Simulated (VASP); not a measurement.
Here is the system:

```yaml
crystal:
  lattice:
    - [0.00000, 2.12470, 2.12470]
    - [2.12470, 0.00000, 2.12470]
    - [2.12470, 2.12470, 0.00000]
  atoms:
    - { symbol: Ti, position: [0.00000, 0.00000, 0.00000] }
    - { symbol: N, position: [0.50000, 0.50000, 0.50000] }
```

Calculation: PBE GGA, VASP's PBE PAW potentials (set 64) (plane waves; VASP). Settings: 520 eV cut-off, Gaussian smearing of 0.050 eV, potentials Ti_sv N.

Q: Predict the band gap (along the path) with the smallest direct gap where there is one.

A: 
band gap (along the path): none (metal, semimetal or under 0.01 eV)

The absolute energy has meaning only against runs of the same code, potentials and settings.

The structure was generated: TiN was put into the rock salt type (Fm-3m), which need not be its known phase. It was relaxed first, which changed the volume by -38 %. The electron count is odd and the run is not spin-polarised, which forces a metal.
